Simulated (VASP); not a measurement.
The system is Fe.

```xyz
1
Lattice="-1.4430 1.4430 1.4430 1.4430 -1.4430 1.4430 1.4430 1.4430 -1.4430" Properties=species:S:1:pos:R:3 pbc="T T T"
Fe    0.0000    0.0000    0.0000
```

```yaml
Program: VASP 6.6.1
Task: relaxation of cell and atoms
Functional: PBE
Potentials_or_basis: VASP PAW PBE potentials, release 64 (Fe)
Cutoff: 520 eV
k_mesh: 20 × 20 × 20
Occupations: methfessel-paxton, width 0.2 eV
Spin: collinear spin, ferromagnetic start
Starting_moments: "[2.5] μB"
```

At the start: pressure -9.5 GPa; volume 12.02 Å³/atom.

Task: Where does the relaxation end?

Result: Over 8 steps the energy falls by 20.9 meV/atom and the volume is 11.35 Å³/atom (-5.6 %); space group Im-3m (No. 229, to 0.05 Å); moment 2.19 μB per cell.

The path:
```
step  energy change (eV)  largest force (eV/Å)  pressure (GPa)  volume (Å³)
   1              0.0000                0.0000           -9.54        12.02
   2             -0.0052                0.0000            9.97        10.82
   3             -0.0209                0.0000           -0.04        11.35
   4             -0.0209                0.0000            0.23        11.34
   5             -0.0209                0.0000           -0.15        11.36
   6             -0.0209                0.0000            0.04        11.35
   7             -0.0209                0.0000           -0.03        11.35
   8             -0.0209                0.0000            0.02        11.35
```

Final structure:
```
Fe
1.0
    -1.41579    1.41579    1.41579
     1.41579   -1.41579    1.41579
     1.41579    1.41579   -1.41579
Fe
1
Direct
  0.00000 0.00000 0.00000
```
